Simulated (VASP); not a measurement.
PbF2:

```
CELL_PARAMETERS angstrom
0.00000 2.96366 2.96366
2.96366 0.00000 2.96366
2.96366 2.96366 0.00000
ATOMIC_POSITIONS crystal
Pb 0.00000 0.00000 0.00000
F 0.25000 0.25000 0.25000
F 0.75000 0.75000 0.75000
```

- Program: VASP 6.6.1
- Task: relaxation of cell and atoms
- Functional: PBE
- Potentials or basis: VASP PAW PBE potentials, release 64 (Pb_d, F)
- Cutoff: 520 eV
- k mesh: 10 × 10 × 10
- Occupations: gaussian, width 1 eV
- Spin: no spin polarisation

At the start: pressure 2.5 GPa; volume 17.35 Å³/atom.

Q: How do energy, volume and symmetry change on relaxing?

A: Over 3 steps the energy falls by 4.4 meV/atom and the volume is 17.93 Å³/atom (+3.3 %); space group Fm-3m (No. 225, to 0.05 Å).

Step by step:
```tsv
step	energy change (eV)	largest force (eV/Å)	pressure (GPa)	volume (Å³)
1	0.0000	0.0000	2.47	52.06
2	-0.0127	0.0000	-0.39	54.11
3	-0.0131	0.0000	0.00	53.80
```

Final structure:
```xyz
3
Lattice="0.0000 2.9963 2.9963 2.9963 0.0000 2.9963 2.9963 2.9963 0.0000" Properties=species:S:1:pos:R:3 pbc="T T T"
Pb    0.0000    0.0000    0.0000
F     1.4982    1.4982    1.4982
F     4.4945    4.4945    4.4945
```
